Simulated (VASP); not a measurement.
IrS in VASP: the effect of exact exchange

Crystal: IrS.

```
Ir S
1.0
     3.48970    0.00000    0.00000
    -1.74485    3.02217    0.00000
     0.00000    0.00000    4.34569
Ir S
1 1
Direct
  0.00000 0.00000 0.50000
  0.66667 0.33333 0.00000
```

The cell was built by a generator and needn't be a form met in nature.

Alike in all runs:

| Item | Value |
| --- | --- |
| Program | VASP 6.6.1 |
| Task | single point |
| Functional | PBE0(alpha) |
| Potentials or basis | VASP PAW PBE potentials, release 64 (Ir, S) |
| Cutoff | 520 eV |
| k mesh | 5 × 5 × 3 |
| Occupations | fermi-dirac, width 0.05 eV |
| Spin | no spin polarisation |

| exact exchange | pressure (GPa) |
| --- | --- |
| 0.05 | -28.6 |
| 0.1 | -29.9 |
| 0.15 | -30.9 |
| 0.2 | ? |
| 0.25 | -32.9 |
| 0.3 | -33.8 |
| 0.4 | -35.6 |
| 0.5 | -37.2 |

What does the run with exact exchange 0.2 give?

Pressure -31.9 GPa.

Worked out: A parabola through the other rows of the pressure, of slope -20.2 GPa per unit of exact exchange there, gives -31.9 GPa, against the run's -31.9.

Caveats: all runs use coarse meshes; a pressure of tens of GPa on the cell as given is suspect, and the run, the potentials or the cell itself is likely at fault; the PAW data sets were made with another functional, which shifts forces and pressure a little.
